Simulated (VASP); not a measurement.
Here is the system:

```
CELL_PARAMETERS angstrom
      3.73849     0.00000     0.00000
     -1.86924     3.23763     0.00000
      0.00000     0.00000     4.26773
ATOMIC_POSITIONS crystal
  Br 0.33333 0.66667 0.25000
  Br 0.66667 0.33333 0.75000
```

Level of theory: PBEsol GGA with spin-orbit coupling, VASP's PBE PAW potentials (set 64) (plane waves; VASP). Settings: 400 eV cut-off, 10×10×8 Γ-centred mesh, Gaussian smearing of 0.050 eV, potentials Br.

Task: Predict the energy per atom (σ→0), band gap (over mesh and band path) with the smallest direct gap where there is one.

Result: 
| Quantity | Result |
|---|---|
| band gap (over mesh and band path) | none (metal, semimetal or under 0.01 eV) |
| energy per atom (σ→0) | -1.466 eV/atom |

Total energies compare only between runs with the same potentials, cut-off and functional.

The structure was generated: Br was put into the hcp type (P6_3/mmc), which need not be its known phase. It was relaxed first.
